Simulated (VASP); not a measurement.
Here is the system:

```yaml
crystal:
  lattice:
    - [3.63888, 0.00000, 0.00000]
    - [-1.81944, 3.15137, 0.00000]
    - [0.00000, 0.00000, 16.21805]
  atoms:
    - { symbol: Ga, position: [0.33333, 0.66667, 0.32645] }
    - { symbol: Ga, position: [0.66667, 0.33333, 0.67355] }
    - { symbol: Ga, position: [0.66667, 0.33333, 0.82645] }
    - { symbol: Ga, position: [0.33333, 0.66667, 0.17355] }
    - { symbol: S, position: [0.33333, 0.66667, 0.89315] }
    - { symbol: S, position: [0.66667, 0.33333, 0.10685] }
    - { symbol: S, position: [0.66667, 0.33333, 0.39315] }
    - { symbol: S, position: [0.33333, 0.66667, 0.60685] }
```

All values below come from revPBE GGA, VASP's PBE PAW potentials (set 64) (plane waves; VASP). Run with 300 eV cut-off, 10×10×2 Γ-centred mesh, Gaussian smearing of 0.010 eV, potentials Ga_d S.

At this cut-off the stress carries a Pulay error, which pulls relaxed volumes low.

Task: Predict the energy per atom (σ→0), pressure.

Result: 
```
Property                        Value
---------------------  --------------
energy per atom (σ→0)  -3.887 eV/atom
pressure                     1.02 GPa
```

Only differences to runs with the same potentials and settings are physical.

The structure comes from a computed database's GaS entry; how it stands against other phases isn't given here. The cell was not relaxed at this level.
